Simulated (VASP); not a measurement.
Data:

```yaml
crystal:
  lattice:
    - [0.00000, 2.80149, 2.80149]
    - [2.80149, 0.00000, 2.80149]
    - [2.80149, 2.80149, 0.00000]
  atoms:
    - { symbol: Ca, position: [0.00000, 0.00000, 0.00000] }
    - { symbol: Se, position: [0.50000, 0.50000, 0.50000] }
```

Method: PBEsol GGA, VASP's PBE PAW potentials (set 64) (plane waves; VASP). Settings: 500 eV cut-off, 8×8×8 Γ-centred mesh, Gaussian smearing of 0.050 eV, potentials Ca_sv Se.

Predict the energy per atom (σ→0), pressure, band gap (on the k-mesh) with the smallest direct gap where there is one.

```
Item                                          Value
-----------------------------------  --------------
band gap (on the k-mesh)                    1.43 eV
smallest direct gap (on the k-mesh)         2.53 eV
energy per atom (σ→0)                -4.943 eV/atom
pressure                                   9.97 GPa
```

Only differences to runs with the same potentials and settings are physical.

The structure was generated: CaSe was put into the rock salt type (Fm-3m), which need not be its known phase. It was relaxed first under an external pressure of 10 GPa.
